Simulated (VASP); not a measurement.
```
SnSe2
1.0
    1.95869    -3.39254     0.00000
    1.95869     3.39254     0.00000
    0.00000     0.00000     6.94660
Sn Se
1 2
Cartesian
  0.00000   0.00000   0.00000
  1.95869   1.13085   1.60975
  1.95869  -1.13085   5.33685
```

Computed with PBE GGA, VASP's PBE PAW potentials (set 64) (plane waves; VASP 6.6.1). Run with 520 eV cut-off, 7×7×4 Γ-centred mesh, Gaussian smearing of 0.050 eV, potentials Sn_d Se.

Without a dispersion term in the relaxation, distances and binding between the weakly bound layers, chains or molecules are unreliable, and so is what depends on them.

**Question.** The ions and cell shape at fixed volume are relaxed. What does this cell relax into?

**Answer.** 
```
SnSe2
1.0
    1.93758    -3.35598     0.00000
    1.93758     3.35598     0.00000
    0.00000     0.00000     7.09879
Sn Se
1 2
Direct
  0.00000   0.00000   0.00000
  0.33333   0.66667   0.22470
  0.66667   0.33333   0.77530
```
Space group P-3m1 (164), at a tolerance of 0.03 Å.

**Question.** How much energy does the relaxation gain?

**Answer.** The energy (σ→0) changes by -4.6 meV/atom, in 7 ionic steps.

The compound is SnSe2 in the 1T layered structure. This cell is one point of a volume scan, at 1.03 of the reference volume. Symmetry was kept, so distortions that lower it aren't found.
